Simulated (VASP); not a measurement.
Computed with r2SCAN meta-GGA, VASP's PBE PAW potentials (set 64) (plane waves; VASP).

VASP input:

### INCAR
```
SYSTEM = NaI
PREC = Accurate
ENCUT = 480
EDIFF = 1E-7
NELM = 100
ALGO = Normal
LREAL = .FALSE.
LASPH = .TRUE.
ISMEAR = 0
SIGMA = 0.05
METAGGA = R2SCAN
LMIXTAU = .TRUE.
LMAXMIX = 4
LWAVE = .FALSE.
LCHARG = .FALSE.
ISIF = 2
```

**POSCAR**
```
NaI
1
   -0.0000000000     3.2231658243     3.2231658243
    3.2231658243     0.0000000000     3.2231658243
    3.2231658243     3.2231658243    -0.0000000000
Na I
1 1
Direct
  0.0000000000   0.0000000000   0.0000000000
  0.5000000000   0.5000000000   0.5000000000
```

**KPOINTS**
```
Automatic mesh
0
Gamma
8 8 8
0 0 0
```

POTCAR, in this order: Na_pv I (PBE.64 set). Program: vasp_std.

Output

OSZICAR:
```
       N       E                     dE             d eps       ncg     rms          rms(c)
DAV:   1     0.516254528647E+02    0.51625E+02   -0.68025E+03   638   0.110E+03
DAV:   2    -0.264212198250E+02   -0.78047E+02   -0.73548E+02   709   0.238E+02
DAV:   3    -0.324184399670E+02   -0.59972E+01   -0.59658E+01   791   0.698E+01
DAV:   4    -0.325740677259E+02   -0.15563E+00   -0.15551E+00   755   0.120E+01
DAV:   5    -0.325783265567E+02   -0.42588E-02   -0.42587E-02   771   0.201E+00    0.222E+00
DAV:   6    -0.309826205351E+02    0.15957E+01   -0.39842E-01   653   0.809E+00    0.212E+00
DAV:   7    -0.310263106997E+02   -0.43690E-01   -0.19470E-01   647   0.616E+00    0.540E-01
DAV:   8    -0.311144606583E+02   -0.88150E-01   -0.17754E-01   644   0.443E+00    0.286E-01
DAV:   9    -0.310761081453E+02    0.38353E-01   -0.90146E-02   641   0.383E+00    0.364E-01
DAV:  10    -0.309201720446E+02    0.15594E+00   -0.73126E-02   641   0.377E+00    0.142E-01
DAV:  11    -0.310839718057E+02   -0.16380E+00   -0.57824E-02   638   0.321E+00    0.690E-02
DAV:  12    -0.310826367728E+02    0.13350E-02   -0.73346E-04   773   0.347E-01    0.793E-02
DAV:  13    -0.310827488642E+02   -0.11209E-03   -0.33311E-03   641   0.795E-01    0.541E-02
DAV:  14    -0.310858028949E+02   -0.30540E-02   -0.91856E-04   644   0.379E-01    0.257E-02
DAV:  15    -0.310858471414E+02   -0.44246E-04   -0.47150E-05   662   0.891E-02    0.294E-02
DAV:  16    -0.310858527257E+02   -0.55843E-05   -0.11702E-06   743   0.138E-02    0.247E-02
DAV:  17    -0.310858516328E+02    0.10929E-05   -0.16454E-06   656   0.164E-02    0.235E-02
DAV:  18    -0.310858473735E+02    0.42593E-05   -0.12180E-05   650   0.479E-02    0.756E-03
DAV:  19    -0.310858392230E+02    0.81505E-05   -0.19100E-06   644   0.211E-02    0.569E-03
DAV:  20    -0.310858403250E+02   -0.11020E-05   -0.26542E-07   659   0.787E-03    0.490E-03
DAV:  21    -0.310858370228E+02    0.33022E-05   -0.31279E-07   668   0.103E-02    0.133E-03
DAV:  22    -0.310858357663E+02    0.12564E-05   -0.12358E-07   644   0.571E-03    0.141E-03
DAV:  23    -0.310858379254E+02   -0.21591E-05   -0.27539E-07   644   0.837E-03    0.675E-04
DAV:  24    -0.310858392664E+02   -0.13411E-05   -0.41555E-08   641   0.291E-03    0.212E-04
DAV:  25    -0.310858395102E+02   -0.24376E-06   -0.24564E-09   328   0.742E-04    0.176E-04
DAV:  26    -0.310858397990E+02   -0.28876E-06   -0.56675E-09   328   0.104E-03    0.725E-05
DAV:  27    -0.310858398492E+02   -0.50250E-07   -0.66232E-10   328   0.418E-04
   1 F= -.31085840E+02 E0= -.31085840E+02  d E =-.645493E-12
```

File OUTCAR:
```
------------------------ aborting loop because EDIFF is reached ----------------------------------------
  FORCE on cell =-STRESS in cart. coord.  units (eV):
  Direction    XX          YY          ZZ          XY          YZ          ZX
  --------------------------------------------------------------------------------------
  Total        0.0082343      0.0082343      0.0082343     -0.0000000      0.0000000     -0.0000000
  in kB        0.1969966      0.1969966      0.1969966     -0.0000000      0.0000000     -0.0000000
  external PRESSURE =       0.1969966 kB  Pullay stress =       0.0000000 kB
  volume of cell :       66.97
      direct lattice vectors                 reciprocal lattice vectors
     0.000000000  3.223165824  3.223165824    -0.155126986  0.155126986  0.155126986
     3.223165824  0.000000000  3.223165824     0.155126986 -0.155126986  0.155126986
     3.223165824  3.223165824  0.000000000     0.155126986  0.155126986 -0.155126986
  FREE ENERGIE OF THE ION-ELECTRON SYSTEM (eV)
  ---------------------------------------------------
  free  energy   TOTEN  =       -31.0858398492 eV

  energy  without entropy=      -31.0858398492  energy(sigma->0) =      -31.08583985
```
(Selected blocks of OUTCAR.)

The compound is NaI in the rock salt structure. It was relaxed first.
